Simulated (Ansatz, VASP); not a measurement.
# Two plane-wave programs on HfGe

The input INCAR:

```
SYSTEM = HfGe
ALGO = Normal
EDIFF = 1E-7
ENCUT = 520
GGA = PE
ISIF = 2
ISMEAR = -1
LASPH = .True.
LCHARG = .False.
LREAL = .False.
LWAVE = .False.
NBANDS = 19
NELM = 60
PREC = Accurate
SIGMA = 0.05
```

Contents of KPOINTS:

```
k-points
0
Gamma
  8 8 8
  0 0 0
```

POSCAR

```
HfGe
1.0
    3.5008378700      0.0000000000      0.0000000000
    0.0000000000      3.5008378700      0.0000000000
    0.0000000000      0.0000000000      3.5008378700
Hf Ge
1 1
Direct
    0.0000000000      0.0000000000      0.0000000000
    0.5000000000      0.5000000000      0.5000000000
```

input.yaml

```yaml
crystal:
  lattice:
    - [3.50083787, 0.0, 0.0]
    - [0.0, 3.50083787, 0.0]
    - [0.0, 0.0, 3.50083787]
  atoms:
    - { symbol: Hf, position: [0.0, 0.0, 0.0] }
    - { symbol: Ge, position: [0.5, 0.5, 0.5] }
hamiltonian:
  xc: pbe
  pseudopotentials: { kind: paw }
kpoints:
  mp_grid: { grid: [8, 8, 8] }
scf:
  occupations: { method: fermi_dirac, width: 0.05 }
output:
  forces: true
  stress: true
  eigenvalues: true
```

The cell was built by a generator and needn't be a form met in nature.

Alike in both runs: task single point; functional PBE; k mesh 8 × 8 × 8; occupations fermi-dirac, width 0.05 eV; no spin polarisation.

|  | VASP | Ansatz |
| --- | --- | --- |
| version | VASP 6.6.1 | Ansatz 0.2.0 |
| potentials or method | VASP PAW PBE potentials, release 64 (Hf_pv, Ge_d) | Ansatz PAW |
| plane-wave cutoff (eV) | 520 | 420 |
| valence electrons in the cell | 24 | 40 |

```csv
,VASP,Ansatz,Ansatz less VASP
gap on the k mesh at the Fermi level (eV),none,none,-
pressure (GPa),-11.6,-11.3,+0.32
```

A gap of «none» marks a metal or a gap that the smearing closes. With one functional, cell and mesh, what is left measures potentials, basis and numerics. The two sets of potentials don't hold the same shells in valence.

The runs have no spin-orbit coupling, so splittings on Hf are missing.
